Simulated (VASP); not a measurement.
Data:

```xyz
1
Lattice="-1.6354 1.6354 2.5662 1.6354 -1.6354 2.5662 1.6354 1.6354 -2.5662" Properties=species:S:1:pos:R:3 pbc="T T T"
In     0.0000     0.0000     0.0000
```

Calculation: PBE GGA, VASP's PBE PAW potentials (set 64) (plane waves; VASP). Numerical set-up: 500 eV cut-off, 16×16×16 Γ-centred mesh, first-order Methfessel-Paxton smearing of 0.10 eV, potentials In_d.

Energy and stress use the plane-wave basis of the starting cell.

The ions, cell shape and volume at an external pressure of 5.0 GPa are relaxed. What does this cell relax into?

```xyz
1
Lattice="-1.5784 1.5784 2.4771 1.5784 -1.5784 2.4771 1.5784 1.5784 -2.4771" Properties=species:S:1:pos:R:3 pbc="T T T"
In     0.0000     0.0000     0.0000
```
Space group I4/mmm (139), at a tolerance of 0.03 Å.

How do energy and volume change from the first to the last step?

The energy (σ→0) changes by +37.6 meV/atom and the volume by -10.1 %, in 3 ionic steps.

The compound is In in the bct structure. This run relaxes it under an external pressure of 5 GPa. Symmetry was kept, so distortions that lower it aren't found.
